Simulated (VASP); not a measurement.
```xyz
1
Lattice="0.0000 2.0550 2.0550 2.0550 0.0000 2.0550 2.0550 2.0550 0.0000" Properties=species:S:1:pos:R:3 pbc="T T T"
Ti     0.0000     0.0000     0.0000
```

The numbers are results of r2SCAN meta-GGA, VASP's PBE PAW potentials (set 64) (plane waves; VASP), not measurements. Settings: 400 eV cut-off, 17×17×17 Γ-centred mesh, tetrahedra with Blöchl corrections, potentials Ti_sv.

Task: Give the energies of bands 5 to 9 at the high-symmetry points, in eV from the Fermi level.

Result: 
```json
[
 {"band": "5", "Γ": "-6.44", "X": "-2.65", "U": "-1.75", "L": "-2.70", "W": "-1.56"},
 {"band": "6", "Γ": "1.00", "X": "-1.78", "U": "-1.29", "L": "0.46", "W": "-0.42"},
 {"band": "7", "Γ": "1.00", "X": "2.81", "U": "0.66", "L": "0.93", "W": "-0.42"},
 {"band": "8", "Γ": "1.00", "X": "3.89", "U": "2.86", "L": "0.93", "W": "2.39"},
 {"band": "9", "Γ": "2.81", "X": "4.07", "U": "3.64", "L": "3.83", "W": "4.07"}
]
```

It has no gap at this level: it comes out as a metal or semimetal.

The structure was generated: Ti was put into the fcc type (Fm-3m), which need not be its known phase. It was relaxed first.
